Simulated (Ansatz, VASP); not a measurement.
This is a calculation of AlHg for VASP 6.6.1. The cell comes from a database or a generator and needn't be the stable form of this composition.

Contents of INCAR:

```
AGGAC = 1.0
AGGAX = 1.0
ALDAC = 0.0
ALDAX = 1.0
ALGO = Fast
EDIFF = 1E-7
EDIFFG = -0.01
ENCUT = 600
GGA = B5
IBRION = 2
ISIF = 3
ISMEAR = -1
IVDW = 13
LASPH = T
LCHARG = F
LREAL = F
LWAVE = F
NELM = 60
NSW = 60
PREC = Accurate
SIGMA = 0.05
VDW_A1 = 0.44488865
VDW_A2 = 4.0933009
VDW_S6 = 1.0
VDW_S8 = 2.34076671
```

Contents of KPOINTS:

```
k-points
0
Gamma
  8 8 8
```

The input POSCAR:

```
AlHg
1.0
    0.0000000000      3.0685300000      3.0685300000
    3.0685300000      0.0000000000      3.0685300000
    3.0685300000      3.0685300000      0.0000000000
Al Hg
1 1
Direct
    0.0000000000      0.0000000000      0.0000000000
    0.7500000000      0.7500000000      0.7500000000
```

Potentials or basis: VASP PAW PBE potentials, release 64 (Al, Hg).

Run with:

```console
$ cat potpaw_PBE.64/Al/POTCAR potpaw_PBE.64/Hg/POTCAR > POTCAR
$ mpirun -np 1 vasp_std > vasp.out
```

**Question.** Translate it to Ansatz 0.2.0. Potentials or basis there: Ansatz PAW, cutoff 420 eV.

**Answer.** As run (cutoffs and basis follow the program's own potentials, and thresholds, step limits or extra output files can differ):

File input.yaml:

```yaml
crystal:
  lattice:
    - [0.0, 3.06853, 3.06853]
    - [3.06853, 0.0, 3.06853]
    - [3.06853, 3.06853, 0.0]
  atoms:
    - { symbol: Al, position: [0.0, 0.0, 0.0] }
    - { symbol: Hg, position: [0.75, 0.75, 0.75] }
hamiltonian:
  xc: blyp
  pseudopotentials: { kind: paw }
  dispersion: d4
kpoints:
  mp_grid: { grid: [8, 8, 8] }
scf:
  occupations: { method: fermi_dirac, width: 0.05 }
output:
  forces: true
  stress: true
  eigenvalues: true
  write_density: true
  write_potential: true
  elf: true
  volumetric_format: npy
relax:
  f_tol: 0.01
  max_steps: 40
  cell: { stress_tol: 0.05 }
```

Potentials or basis: Ansatz PAW.

Command:

```console
$ ansatz run input.yaml --threads 2 --pin off --max-ram 5632MiB --backend cpu --events-out ev --progress --plain --runs-dir out
```

Both were run:

|  | VASP | Ansatz |
| --- | --- | --- |
| Relaxed volume | 28.37 Å³/atom | 28.15 Å³/atom |
| Relaxed cell | a = 4.313 Å, b = 4.313 Å, c = 4.313 Å, α = 60.00°, β = 60.00°, γ = 60.00° | a = 4.302 Å, b = 4.302 Å, c = 4.302 Å, α = 60.00°, β = 60.00°, γ = 60.00° |
| Space group after relaxing | F-43m (No. 216) | F-43m (No. 216) |
| Pressure after relaxing | 0.0 GPa | 0.0 GPa |

Ansatz's pressure holds a Pulay term of +0.03 GPa for its cutoff of 420 eV, which the other run lacks.

The potentials hold 15 and 23 valence electrons a cell.

VASP's potentials were made for PBE. Ansatz's potentials were made for PBE.

Where Ansatz's input types no cutoff or centring, it takes its own default and a Γ-centred mesh.

Pressure is positive in compression.
